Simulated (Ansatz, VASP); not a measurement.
**Cross-check of Sn23H16 (Sn wire along [110], 23 atoms a period, H-terminated) between VASP and Ansatz**

Wanted: the spread between two codes on one cell, functional and k mesh. Of the first pair: The structure shown is the start of the Ansatz relaxation below; VASP solves that cell, so the two are compared at the walk's first step.

Program: Ansatz 0.2.0. Level of theory: plane waves, with VASP 6.6.1 beside it; single point at PBE. Results are calculated unless marked as measured.

## 1. The starting structure

The cell holds 39 atoms: 16 H and 23 Sn. Its edges and angles: a = 22.121 Å, b = 23.765 Å, c = 4.702 Å, α = 90.0°, β = 90.0°, γ = 90.0°. Vacuum lies along a and b. The structure's axis is c.

## 2. Ansatz: relaxation, PBE

Ansatz runs on its PAW soft_1 files.

The two programs are compared at the cell with which this relaxation starts, whose forces are those of its first step.

input.yaml

```yaml
crystal:
  lattice:
    - [22.121, 0.0, 0.0]
    - [0.0, 23.765, 0.0]
    - [0.0, 0.0, 4.7022600949]
  atoms:
    - { symbol: H, position: [0.153700104, 0.560114798, 0.0] }
    - { symbol: Sn, position: [0.199374484, 0.499989866, 0.0] }
    - { symbol: Sn, position: [0.424838975, 0.598922331, 0.0] }
    - { symbol: Sn, position: [0.424838975, 0.796787263, 0.0] }
    - { symbol: H, position: [0.470513356, 0.856912195, 0.0] }
    - { symbol: Sn, position: [0.499993805, 0.697854797, 0.0] }
    - { symbol: Sn, position: [0.499993805, 0.499989866, 0.0] }
    - { symbol: Sn, position: [0.725458296, 0.598922331, 0.0] }
    - { symbol: H, position: [0.771132677, 0.659047264, 0.0] }
    - { symbol: Sn, position: [0.800613126, 0.499989866, 0.0] }
    - { symbol: H, position: [0.228854934, 0.302124934, 0.196131437] }
    - { symbol: H, position: [0.228854934, 0.697854797, 0.196131437] }
    - { symbol: H, position: [0.846287507, 0.499989866, 0.303868563] }
    - { symbol: Sn, position: [0.274529315, 0.302124934, 0.5] }
    - { symbol: Sn, position: [0.274529315, 0.697854797, 0.5] }
    - { symbol: Sn, position: [0.274529315, 0.499989866, 0.5] }
    - { symbol: H, position: [0.304009764, 0.143067536, 0.5] }
    - { symbol: H, position: [0.304009764, 0.856912195, 0.5] }
    - { symbol: Sn, position: [0.349684145, 0.203192469, 0.5] }
    - { symbol: Sn, position: [0.349684145, 0.4010574, 0.5] }
    - { symbol: Sn, position: [0.349684145, 0.598922331, 0.5] }
    - { symbol: Sn, position: [0.349684145, 0.796787263, 0.5] }
    - { symbol: Sn, position: [0.575148636, 0.302124934, 0.5] }
    - { symbol: Sn, position: [0.575148636, 0.697854797, 0.5] }
    - { symbol: Sn, position: [0.575148636, 0.499989866, 0.5] }
    - { symbol: H, position: [0.620823016, 0.242000002, 0.5] }
    - { symbol: H, position: [0.620823016, 0.757979729, 0.5] }
    - { symbol: Sn, position: [0.650303466, 0.4010574, 0.5] }
    - { symbol: Sn, position: [0.650303466, 0.598922331, 0.5] }
    - { symbol: H, position: [0.846287507, 0.499989866, 0.696131437] }
    - { symbol: H, position: [0.228854934, 0.302124934, 0.803868563] }
    - { symbol: H, position: [0.228854934, 0.697854797, 0.803868563] }
    - { symbol: H, position: [0.153700104, 0.439864933, 0.0] }
    - { symbol: Sn, position: [0.424838975, 0.203192469, 0.0] }
    - { symbol: Sn, position: [0.424838975, 0.4010574, 0.0] }
    - { symbol: H, position: [0.470513356, 0.143067536, 0.0] }
    - { symbol: Sn, position: [0.499993805, 0.302124934, 0.0] }
    - { symbol: Sn, position: [0.725458296, 0.4010574, 0.0] }
    - { symbol: H, position: [0.771132677, 0.340932468, 0.0] }
kpoints:
  mp_grid: { grid: [1, 1, 18] }
scf:
  occupations: { method: fermi_dirac, width: 0.05 }
hamiltonian:
  xc: pbe
  pseudopotentials: { kind: paw, azcp: { folder: soft_1 } }
relax:
  cell: { fix: [a, b, alpha, beta, gamma] }
  max_steps: 45
  f_tol: 0.03
```

On the command line:

```bash
$ ansatz run input.yaml --threads 4 --pin off --max-ram 16384MiB --backend cpu --events-out ev --progress --plain --runs-dir out
```

Numbers of over 12 decimals in the logs are rounded to 6 here.

The program printed:

```text
Engine: ansatz 0.2.0, aarch64-unknown-linux-gnu
Pseudopotentials: kind: paw
Pseudopotential: H, paw, valence charge 1, recommended cutoff 420 eV (normal), soft_1/H.paw.azcp
Pseudopotential: Sn, paw, valence charge 14, recommended cutoff 420 eV (normal), soft_1/Sn.paw.azcp
Functional definition: PBE
  parameter kappa = 0.804
  parameter beta = 0.066725
  exchange = pbe_x(kappa = kappa, mu = beta*pi^2/3)
  correlation = pbe_c(beta = beta)
Crystal: 39 atoms, lattice volume = 2472.004 Å³
Basis set: ecut = 420 eV, 48245 PW (Γ), exchange–correlation on 300×320×64 points (8 copies of the dense FFT grid, shifted against one another)
Bands: 208, of which v1, the nominal top of the filled ones, is band 169 counted from 1 (168 counted from 0)
Symmetry: 4 space group operations
Space group: Pmm2 (ITA 25), of the structure as read, at distance tolerance 1.4e-4 Å
k-points: 10 of 18
Non-local potential: H, projectors of the file, l = 0: 2, l = 1: 1
Non-local potential: Sn, projectors of the file, l = 0: 2, l = 1: 2, l = 2: 2, l = 3: 1
PAW form: soft (Blöchl's): semilocal exchange-correlation on the pseudo side does not see the compensation charge
PAW one-centre angular grid: H, 110 points (default); XC on 64 Gauss nodes
PAW one-centre angular grid: Sn, 590 points (default); XC on 64 Gauss nodes
Initial density: superposition of atomic densities (neutral atoms: chi_scale 0, normalization atom)
Initial wavefunctions: pseudopotential atomic-orbital guess
Functional: x = pbe(κ = 0.804, μ = 0.219515), c = pbe(β = 0.066725)
SCF iter   1: F=—  HF=-138809.968651 eV  |F-HF|=—  |Δ(HF+E_count)|=         —  Δρ=2.54e-2  dr2=1.72e1  ethr=3.10e-3  ⟨swp⟩=6.6  Hψ=8868  notcnv=0  defer=101
preconditioner: auto → Resta (q_TF=auto, 1.958 Å⁻¹)  ε∞=2.0  [insulator: Δε(μ)=0.317 eV  Ē_g=7.602 eV  σ=0.050 eV  W_gap=0.92  n_scr=332 (ndim 8)  ℏωp=7.8 eV  f_vac=0.553  D(μ)=0.17/eV (n_scr^D=0)  ε∞_Penn≈2.0  vacuum switching on, ρ_ref=4.2e-3 e/Å³]
SCF iter   2: F=—  HF=-138806.188503 eV  |F-HF|=—  |Δ(HF+E_count)|=    3.78e0  Δρ=1.00e-2  dr2=4.28e0  ethr=3.10e-3  ⟨swp⟩=3.0  Hψ=2932  notcnv=0  defer=280
SCF iter   3: F=—  HF=-138805.730491 eV  |F-HF|=—  |Δ(HF+E_count)|=   4.58e-1  Δρ=4.69e-3  dr2=2.76e0  ethr=1.27e-3  ⟨swp⟩=3.7  Hψ=2857  notcnv=0  defer=264
SCF iter   4: F=—  HF=-138805.390706 eV  |F-HF|=—  |Δ(HF+E_count)|=   3.40e-1  Δρ=1.43e-3  dr2=2.10e-1  ethr=8.18e-4  ⟨swp⟩=3.5  Hψ=2615  notcnv=0  defer=265
SCF iter   5: F=—  HF=-138805.386707 eV  |F-HF|=—  |Δ(HF+E_count)|=   4.00e-3  Δρ=5.96e-4  dr2=2.91e-2  ethr=6.20e-5  ⟨swp⟩=2.2  Hψ=2541  notcnv=0  defer=270
SCF iter   6: F=—  HF=-138805.391296 eV  |F-HF|=—  |Δ(HF+E_count)|=   4.59e-3  Δρ=3.47e-4  dr2=1.78e-2  ethr=8.61e-6  ⟨swp⟩=2.1  Hψ=2318  notcnv=0  defer=270
SCF iter   7: F=—  HF=-138805.390748 eV  |F-HF|=—  |Δ(HF+E_count)|=   5.47e-4  Δρ=1.73e-4  dr2=1.06e-3  ethr=5.27e-6  ⟨swp⟩=2.0  Hψ=2091  notcnv=0  defer=270
SCF iter   8: F=—  HF=-138805.391640 eV  |F-HF|=—  |Δ(HF+E_count)|=   8.92e-4  Δρ=5.80e-5  dr2=2.59e-4  ethr=3.13e-7  ⟨swp⟩=2.0  Hψ=2351  notcnv=0  defer=270
SCF iter   9: F=—  HF=-138805.391769 eV  |F-HF|=—  |Δ(HF+E_count)|=   1.29e-4  Δρ=2.18e-5  dr2=5.88e-5  ethr=7.66e-8  ⟨swp⟩=2.0  Hψ=2331  notcnv=0  defer=270
SCF iter  10: F=—  HF=-138805.391630 eV  |F-HF|=—  |Δ(HF+E_count)|=   1.38e-4  Δρ=1.16e-5  dr2=4.24e-6  ethr=1.74e-8  ⟨swp⟩=2.0  Hψ=2359  notcnv=0  defer=270
[...]
SCF iter  12: F=—  HF=-138805.391640 eV  |F-HF|=—  |Δ(HF+E_count)|=   2.14e-6  Δρ=1.49e-6  dr2=1.18e-7  ethr=3.29e-10  ⟨swp⟩=2.0  Hψ=2351  notcnv=0  defer=270
SCF iter  13: F=-138805.391640 eV  HF=-138805.391640 eV  |F-HF|=8.44e-10  |Δ(HF+E_count)|=   2.10e-7  Δρ=4.67e-7  dr2=1.92e-8  ethr=2.96e-11  ⟨swp⟩=5.0  Hψ=6306  notcnv=0
SCF 1 converged in 13 iterations: F = -138805.391640 eV  dr2 = 1.92e-8
  greatest PAW one-centre occupation: 0.991 electrons in one spin orbital (limit 2), on the Sn atom at site 9 (counted from 0), in its partial waves of l = 2
relax step   1: F+E_penalty+E_count = -138805.39164050 eV  Δ(F+E_penalty+E_count) = +0.000e0 eV  max|allowed force component| = 2.072e-1 eV/Å  Δτ_max = 0.0000 Å  P = -0.282 GPa  Ω = 2472.004 Å³  fix = [a, b, alpha, beta, gamma]  reactions: a -0.347, b -0.388 GPa  (13 SCF iters, dr2 threshold 1.00e-7 eV, accepted)
Crystal: 39 atoms, lattice volume = 2484.484 Å³
Basis set: ecut = 420 eV, 48429 PW (Γ), exchange–correlation on 300×320×64 points (8 copies of the dense FFT grid, shifted against one another)
Initial density: handed on by an earlier stage of this run
Initial wavefunctions: those handed on with the density
iter 1 solved again at ethr=2.29e-4 eV; its pass at ethr=3.10e-3 eV (dr2=7.73e-1 eV) is discarded
[...]
preconditioner: auto → Resta (q_TF=auto, 1.956 Å⁻¹)  ε∞=1.5  [insulator: Δε(μ)=0.682 eV  Ē_g=18.885 eV  σ=0.050 eV  W_gap=1.00  n_scr=332 (ndim 8)  ℏωp=13.7 eV  f_vac=0.592  D(μ)=0.00/eV (n_scr^D=0)  ε∞_Penn≈1.5  vacuum switching on, ρ_ref=2.6e-2 e/Å³]
SCF iter   2: F=—  HF=-138805.510372 eV  |F-HF|=—  |Δ(HF+E_count)|=   3.52e-3  Δρ=2.01e-5  dr2=3.19e-7  ethr=3.23e-10  ⟨swp⟩=3.5  Hψ=5012  notcnv=0
[...]
basis re-selected at this cell: Δ(F+E_penalty+E_count) = -1.256e-3 eV, ΔP = +0.001 GPa vs the last step (what re-selecting the basis moved, of the pressure what is left beyond the Pulay correction that the steps carried, after the strain that the cell walked since its last selection, with what the two solves' SCF thresholds leave and, on support functions, any second-order correction that the steps lacked; it is no m [...]
SCF converged after 8 iterations
Free energy (F): -138805.512287 eV
Harris-Foulkes:  -138805.512287 eV  (|F-HF|=4.39e-8)
Internal energy: -138805.512187 eV  (E = F + TS)
E sigma→0 (E₀):  -138805.512237 eV
Entropy (-TS):   -0.000100 eV (-0.003 meV/atom)
Fermi energy:    -0.490096 eV
--- Per-component energies (eV) ---
  E_band       = -5557.918727
  E_kinetic    = 4057.921893
  E_local      = -179485.920956  (includes V_loc(G=0)·N_el)
  E_nonlocal   = 3340.899206
  E_hartree    = 88005.435618
  E_xc         = -3012.532805
  E_vxc        = -1997.592855  (∫ρ·V_xc dr)
  E_paw        = -100524.338330  (= ΣΔE_a)
  E_vpaw       = -7484.090046  (= ΣTr[D̂ρ^β])
  E_aug_tail   = -0.007248  (compensation charges beyond the density's cutoff)
  E_ewald      = 48813.030434
  E_smearing   = -0.000100  (= −TS)
  E_closure    = 0.000000  (closes the sum)
  Σ components = -138805.512287   (vs F -138805.512287, Δ=0.00e0)
--- Forces (eV/Å), atoms counted from 1 ---
  atom   1  H      0.00136706     0.00090002    -0.00000000
  atom   2  Sn     0.00737695    -0.00000000    -0.00000000
  atom   3  Sn    -0.00644660    -0.00043221     0.00000000
  atom   4  Sn    -0.00235761     0.00082645     0.00000000
  atom   5  H      0.00066216    -0.00268436    -0.00000000
  atom   6  Sn     0.00659114     0.00120879    -0.00000000
  atom   7  Sn     0.00525446    -0.00000000    -0.00000000
  atom   8  Sn    -0.00791956     0.00086407     0.00000000
  atom   9  H     -0.00260965    -0.00231731     0.00000000
  atom  10  Sn     0.00169632    -0.00000000    -0.00000000
  atom  11  H      0.00101169     0.00185876     0.00252686
  atom  12  H      0.00101169    -0.00185876     0.00252686
  atom  13  H     -0.00228980     0.00000000    -0.00299400
  atom  14  Sn     0.00264627     0.00328387    -0.00000000
  atom  15  Sn     0.00264627    -0.00328387    -0.00000000
  atom  16  Sn    -0.00543405    -0.00000000     0.00000000
  atom  17  H      0.00066077     0.00218850    -0.00000000
  atom  18  H      0.00066077    -0.00218850    -0.00000000
  atom  19  Sn     0.00334639    -0.00102781    -0.00000000
  atom  20  Sn     0.00551060     0.00196816    -0.00000000
  atom  21  Sn     0.00551060    -0.00196816    -0.00000000
  atom  22  Sn     0.00334639     0.00102781    -0.00000000
  atom  23  Sn    -0.00479229     0.00348648     0.00000000
  atom  24  Sn    -0.00479229    -0.00348648     0.00000000
[...]
atom  32  H      0.00101169    -0.00185876    -0.00252686
  atom  33  H      0.00136706    -0.00090002    -0.00000000
  atom  34  Sn    -0.00235761    -0.00082645     0.00000000
  atom  35  Sn    -0.00644660     0.00043221     0.00000000
  atom  36  H      0.00066216     0.00268436    -0.00000000
  atom  37  Sn     0.00659114    -0.00120879    -0.00000000
  atom  38  Sn    -0.00791956    -0.00086407     0.00000000
  atom  39  H     -0.00260965     0.00231731     0.00000000
  max |Σ_I F_I| component: 9.75e-7 eV/Å
--- Stress (GPa, compression-positive) ---
       -0.017337       0.000000       0.000000
        0.000000      -0.010955       0.000000
        0.000000       0.000000      -0.015173
  P = ⅓ Tr σ = -0.0145 GPa (-0.145 kbar)
--- Relaxed structure (4 steps of the walk, 3 accepted, 1 SCFs on fresh bases) ---
  F+E_penalty+E_count = -138805.51228670 eV   max|allowed force component| = 7.920e-3 eV/Å   (the final SCF, on the basis selected at the relaxed cell)
  cell:  # Å, volume = 2488.4291 Å³
    - [22.121, 0.0, 0.0]
    - [0.0, 23.765, 0.0]
    - [0.0, 0.0, 4.733503]
  atoms:
    - { symbol: H, position: [0.156468, 0.558365, 0] }
    - { symbol: Sn, position: [0.203611, 0.499990, 0] }
    - { symbol: Sn, position: [0.425029, 0.598451, 0] }
    - { symbol: Sn, position: [0.423503, 0.794013, 0] }
    - { symbol: H, position: [0.469098, 0.853748, 0] }
    - { symbol: Sn, position: [0.499538, 0.696975, 0] }
    - { symbol: Sn, position: [0.500212, 0.499990, 0] }
    - { symbol: Sn, position: [0.722721, 0.596711, 0] }
    - { symbol: H, position: [0.767879, 0.656854, 0] }
    - { symbol: Sn, position: [0.798014, 0.499990, 0] }
    - { symbol: H, position: [0.230928, 0.302760, 0.206711] }
    - { symbol: H, position: [0.230928, 0.697220, 0.206711] }
    - { symbol: H, position: [0.844600, 0.499990, 0.294103] }
    - { symbol: Sn, position: [0.277697, 0.302757, 0.5] }
    - { symbol: Sn, position: [0.277697, 0.697223, 0.5] }
    - { symbol: Sn, position: [0.275955, 0.499990, 0.5] }
    - { symbol: H, position: [0.305905, 0.145708, 0.5] }
    - { symbol: H, position: [0.305905, 0.854271, 0.5] }
    - { symbol: Sn, position: [0.351620, 0.205424, 0.5] }
    - { symbol: Sn, position: [0.350721, 0.401685, 0.5] }
    - { symbol: Sn, position: [0.350721, 0.598294, 0.5] }
    - { symbol: Sn, position: [0.351620, 0.794555, 0.5] }
    - { symbol: Sn, position: [0.572740, 0.304966, 0.5] }
    - { symbol: Sn, position: [0.572740, 0.695013, 0.5] }
    - { symbol: Sn, position: [0.574725, 0.499990, 0.5] }
    - { symbol: H, position: [0.618353, 0.245039, 0.5] }
    - { symbol: H, position: [0.618353, 0.754941, 0.5] }
    - { symbol: Sn, position: [0.649499, 0.401651, 0.5] }
    - { symbol: Sn, position: [0.649499, 0.598329, 0.5] }
    - { symbol: H, position: [0.844600, 0.499990, 0.705897] }
    - { symbol: H, position: [0.230928, 0.302760, 0.793289] }
    - { symbol: H, position: [0.230928, 0.697220, 0.793289] }
    - { symbol: H, position: [0.156468, 0.441614, 0] }
    - { symbol: Sn, position: [0.423503, 0.205967, 0] }
    - { symbol: Sn, position: [0.425029, 0.401529, 0] }
    - { symbol: H, position: [0.469098, 0.146231, 0] }
    - { symbol: Sn, position: [0.499538, 0.303004, 0] }
    - { symbol: Sn, position: [0.722721, 0.403269, 0] }
    - { symbol: H, position: [0.767879, 0.343126, 0] }
```

Reading the cycles: dr2 is the Hartree energy of the density residual (eV), the measure of convergence; HF is the Harris–Foulkes estimate of the energy, which meets the free energy F at convergence.

## 3. VASP: single point, PBE, start cell, pair 1

The same cell, functional, mesh and smearing now go to VASP, with its own data sets.

Lines of VASP's logs that name or quote its potential files are left out, and so is its time.

INCAR

```
SYSTEM = Sn23H16
PREC = Accurate
ENCUT = 400
EDIFF = 1E-06
NELM = 120
ISMEAR = -1
SIGMA = 0.05
LREAL = Auto
ALGO = Normal
GGA = PE
NBANDS = 196
LORBIT = 11
LWAVE = .FALSE.
LCHARG = .FALSE.
ISIF = 2
LASPH = .TRUE.
GGA_COMPAT = .FALSE.
EFERMI = MIDGAP
KPAR = 4
```

POSCAR

```
Sn23H16
1.0
   22.1210000000      0.0000000000      0.0000000000
    0.0000000000     23.7650000000      0.0000000000
    0.0000000000      0.0000000000      4.7022600000
H Sn
16 23
Direct
    0.1537001040      0.5601147907      0.0000000000
    0.4705133583      0.8569121818      0.0000000000
    0.7711326794      0.6590472544      0.0000000000
    0.2288549342      0.3021249316      0.1961314347
    0.2288549342      0.6978547865      0.1961314347
    0.8462875096      0.4999898590      0.3038685653
    0.3040097645      0.1430675363      0.5000000000
    0.3040097645      0.8569121818      0.5000000000
    0.6208230189      0.2420000000      0.5000000000
    0.6208230189      0.7579797181      0.5000000000
    0.8462875096      0.4999898590      0.6961314347
    0.2288549342      0.3021249316      0.8038685653
    0.2288549342      0.6978547865      0.8038685653
    0.1537001040      0.4398649274      0.0000000000
    0.4705133583      0.1430675363      0.0000000000
    0.7711326794      0.3409324637      0.0000000000
    0.1993744858      0.4999898590      0.0000000000
    0.4248389765      0.5989223228      0.0000000000
    0.4248389765      0.7967872502      0.0000000000
    0.4999938068      0.6978547865      0.0000000000
    0.4999938068      0.4999898590      0.0000000000
    0.7254582975      0.5989223228      0.0000000000
    0.8006131278      0.4999898590      0.0000000000
    0.2745293160      0.3021249316      0.5000000000
    0.2745293160      0.6978547865      0.5000000000
    0.2745293160      0.4999898590      0.5000000000
    0.3496841463      0.2031924679      0.5000000000
    0.3496841463      0.4010573954      0.5000000000
    0.3496841463      0.5989223228      0.5000000000
    0.3496841463      0.7967872502      0.5000000000
    0.5751486370      0.3021249316      0.5000000000
    0.5751486370      0.6978547865      0.5000000000
    0.5751486370      0.4999898590      0.5000000000
    0.6503034673      0.4010573954      0.5000000000
    0.6503034673      0.5989223228      0.5000000000
    0.4248389765      0.2031924679      0.0000000000
    0.4248389765      0.4010573954      0.0000000000
    0.4999938068      0.3021249316      0.0000000000
    0.7254582975      0.4010573954      0.0000000000
```

KPOINTS

```
Automatic mesh
0
Gamma
1 1 18
0 0 0
```

Potentials, in the order of the species: H and Sn_d (PBE family, release 64).

On the command line:

```bash
$ mpirun -np 4 vasp_std
```

The program printed:

```text
[banner, memory and clock lines left out]
running    4 mpi-ranks, on    1 nodes
[...]
LDA part: xc-table for (Slater+PW92), standard interpolation
 POSCAR, INCAR and KPOINTS ok, starting setup
[...]
entering main loop
       N       E                     dE             d eps       ncg     rms          rms(c)
DAV:   1     0.279007902338E+04    0.27901E+04   -0.14385E+05  4808   0.139E+03
DAV:   2     0.186816555293E+03   -0.26033E+04   -0.25490E+04  4356   0.371E+02
DAV:   3    -0.122437405878E+03   -0.30925E+03   -0.30666E+03  4304   0.165E+02
DAV:   4    -0.139557931761E+03   -0.17121E+02   -0.17010E+02  4448   0.427E+01
[...]
DAV:  27    -0.135384038041E+03   -0.10034E-05   -0.30913E-08  2376   0.845E-04    0.145E-04
DAV:  28    -0.135384039073E+03   -0.10325E-05   -0.36913E-08  2400   0.595E-04    0.990E-05
DAV:  29    -0.135384039261E+03   -0.18824E-06   -0.10755E-08  2376   0.469E-04
   1 F= -.13538404E+03 E0= -.13538390E+03  d E =-.270248E-03
```

OUTCAR, selected parts (step 3):

```text
  Total       -6.6908269     -7.3413643     -3.0088303      0.0000000      0.0000000      0.0000000
  in kB       -4.3365181     -4.7581502     -1.9501098      0.0000000      0.0000000      0.0000000
  external PRESSURE =      -3.6815927 kB  Pullay stress =       0.0000000 kB

 POSITION                                       TOTAL-FORCE (eV/Angst)
 -----------------------------------------------------------------------------------
      3.40000     13.31113      0.00000         0.052464     -0.205365     -0.000000
     10.40823     20.36452      0.00000        -0.061418     -0.096631     -0.000000
     17.05823     15.66226      0.00000        -0.061048     -0.070858     -0.000000
      5.06250      7.18000      0.92226         0.074594      0.007412      0.205836
      5.06250     16.58452      0.92226         0.074594     -0.007412      0.205836
     18.72073     11.88226      1.42887        -0.062937     -0.000000     -0.191642
      6.72500      3.40000      2.35113         0.044760      0.075244     -0.000000
      6.72500     20.36452      2.35113         0.044760     -0.075244     -0.000000
     13.73323      5.75113      2.35113        -0.044894      0.069957     -0.000000
     13.73323     18.01339      2.35113        -0.044894     -0.069957     -0.000000
     18.72073     11.88226      3.27339        -0.062937     -0.000000      0.191642
      5.06250      7.18000      3.78000         0.074594      0.007412     -0.205836
      5.06250     16.58452      3.78000         0.074594     -0.007412     -0.205836
      3.40000     10.45339      0.00000         0.052464      0.205365     -0.000000
[...]
-----------------------------------------------------------------------------------
    total drift:                                0.008513      0.000001      0.000001

  FREE ENERGIE OF THE ION-ELECTRON SYSTEM (eV)
  ---------------------------------------------------
  free  energy   TOTEN  =      -135.3840392615 eV

  energy  without entropy=     -135.3837690133  energy(sigma->0) =     -135.38390414

[... 3 further parts left out ...]
[key lines of the parts left out:]
E-fermi :  -1.1783
```

(Continued in part 2 of 2.)

[Lines on the potential files, build, host, timing and source positions are cut from VASP's logs without a mark.]

[Logs are printed without paths, hosts, clocks, repeated set-up lines and the standing remarks that a program may print on its own settings, such as how far it seeks lower states.]

[Hosts, paths, dates, database ids (printed as entryN), source tags and the programs' standing remarks are cut or masked in the printed files.]
